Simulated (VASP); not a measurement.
Calculation: PBE GGA, VASP's PBE PAW potentials (set 64) (plane waves; VASP).

VASP ran on this input.

INCAR:
```
ALGO=Normal
EDIFF=1E-6
ENCUT=300
GGA=PE
ISIF=2
ISMEAR=-1
LASPH=.TRUE.
LCHARG=.FALSE.
LMAXMIX=4
LREAL=.FALSE.
LWAVE=.FALSE.
NELM=100
PREC=Accurate
SIGMA=0.1
SYSTEM=Ti3Be
```

File POSCAR:
```
Ti3Be
1
    4.0128240000     0.0000000000     0.0000000000
    0.0000000000     4.0128240000     0.0000000000
    0.0000000000     0.0000000000     4.0128240000
Ti Be
3 1
Direct
  0.0000000000   0.5000000000   0.5000000000
  0.5000000000   0.5000000000   0.0000000000
  0.5000000000   0.0000000000   0.5000000000
  0.0000000000   0.0000000000   0.0000000000
```

KPOINTS:
```
kpoints
0
G
  2 2 2
0 0 0
```

POTCAR, in this order: Ti_sv Be (PBE.64 set). Program: vasp_std.

Question: What will the output report for the number of irreducible k-points (NKPTS), largest plane-wave count, number of space-group operations, FFT grid (NGX, NGY, NGZ)?

Answer: 
```json
{
  "number of irreducible k-points (NKPTS)": "4",
  "largest_plane_wave_count": "768",
  "number_of_space_group_operations": "48",
  "FFT grid (NGX, NGY, NGZ)": "24 × 24 × 24"
}
```

The structure was generated: Ti3Be was put into an ordered model structure, which need not be its known phase. The cell was not relaxed at this level. The k-mesh is coarse (spacing up to 0.78 per Å, 2π included), so the numbers may not be converged in it. The run is one of a series of settings (KPOINTS 2×2×2 Γ-centred mesh against the base run), some of them coarse on purpose.
